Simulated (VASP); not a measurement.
Runs of VASP 6.6.1 on Ni. The structure is cubic, space group Fm-3m (No. 225). Conventional cell: a = 3.524 Å, b = 3.524 Å, c = 3.524 Å, α = 90.00°, β = 90.00°, γ = 90.00°. Ni (site symmetry m-3m) is surrounded by 12 Ni at 2.49 Å. 

```tsv
task	cell	gap on the mesh (eV)	pressure (GPa)	moment (μB)
single point	a relaxed cell with its volume scaled by 1.06	none	-9.8	0.70
single point	a relaxed cell with its volume scaled by 0.91	none	22.5	0.57
single point	a relaxed cell with its volume scaled by 1.09	none	(b)	0.70
single point	a relaxed cell with its volume scaled by 1.03	none	-5.4	0.69
relaxation of cell and atoms	relaxed	none	0.0	0.68
single point	a relaxed cell with its volume scaled by 0.97	none	6.3	(a)
single point	Fm-3m, 10.91 Å³/atom	none	0.0	0.68
single point	a relaxed cell with its volume scaled by 0.94	none	13.8	(c)
```

Alike in all rows: level PBE; potentials or basis VASP PAW PBE potentials, release 64 (Ni); spin collinear, ferromagnetic start; k mesh 12 × 12 × 12; cutoff (eV) 520; smearing gaussian 0.1 eV.

Task: Fill in the values left out.

Result: (a) 0.66; (b) -13.6; (c) 0.63.

Caveats: so large a pressure means that the cell lies far from this level's equilibrium, or that cutoff or potentials fall short (some runs).

A gap of «none» marks a metal or a gap under the smearing width.
